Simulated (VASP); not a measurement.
An input for Ansatz (written as the equivalent of a VASP run, and not itself run):

Ansatz 0.2 input:
```yaml
crystal:
  lattice:
    - [2.8000000, 0.0000000, 0.0000000]
    - [0.0000000, 2.8000000, 0.0000000]
    - [0.0000000, 0.0000000, 3.6700000]
  atoms:
    - { symbol: Cu, position: [0.0006580, 0.0164400, 0.0115970] }
    - { symbol: Au, position: [0.4993420, 0.4835600, 0.4884030] }
kpoints:
  mp_grid: { grid: [7, 7, 6] }
hamiltonian:
  xc: lda
  pseudopotentials: { kind: paw }
scf:
  occupations: { method: gaussian, width: 0.2 }
  max_iter: 100
relax:
  max_steps: 50
  f_tol: 0.01
  cell: {}
output: { forces: true, stress: true, eigenvalues: true }
```

Translate this input to VASP (INCAR, KPOINTS, POSCAR, choice of POTCAR).

Several could match; the one computed here: 
**KPOINTS**
```
Automatic
0
Gamma
 7 7 6
```

POSCAR:
```
CuAu
1
    2.8000000000     0.0000000000     0.0000000000
    0.0000000000     2.8000000000     0.0000000000
    0.0000000000     0.0000000000     3.6700000000
Cu Au
1 1
Direct
  0.0006580000   0.0164400000   0.0115970000
  0.4993420000   0.4835600000   0.4884030000
```

### INCAR
```
! general
SYSTEM =CuAu
PREC   =Accurate
ENCUT  =300
LREAL  =F
LASPH  =T

! electronic loop
EDIFF  =1E-6
NELM   =100
ALGO   =Normal
LMAXMIX=6

! smearing
ISMEAR =0
SIGMA  =0.2

! ions
IBRION =2
NSW    =50
ISIF   =3
EDIFFG =-0.01

! output
LWAVE  =F
LCHARG =F
```

POTCAR, in this order: Cu Au (LDA.64 set). Program: vasp_std.

Limits of the translation: each code has its own PAW files, so the cut-off isn't converted (ENCUT is set for VASP's; basis.ecutwfc is left out, and Ansatz then takes the one that its files recommend); Ansatz stops its SCF on the density residual and VASP on the energy change (EDIFF); Ansatz's lda is the Perdew-Wang form, while the LDA potentials of VASP carry Perdew-Zunger's.

The structure is a typed CuAu crystal. In the starting cell atoms are displaced from their ideal sites. This run relaxes it. The k-mesh is coarse (spacing up to 0.33 per Å, 2π included), so the numbers may not be converged in it. The run is one of a series of settings (EDIFFG = -0.01, IBRION = 2, ISIF = 3, NSW = 50 against the base run), some of them coarse on purpose.
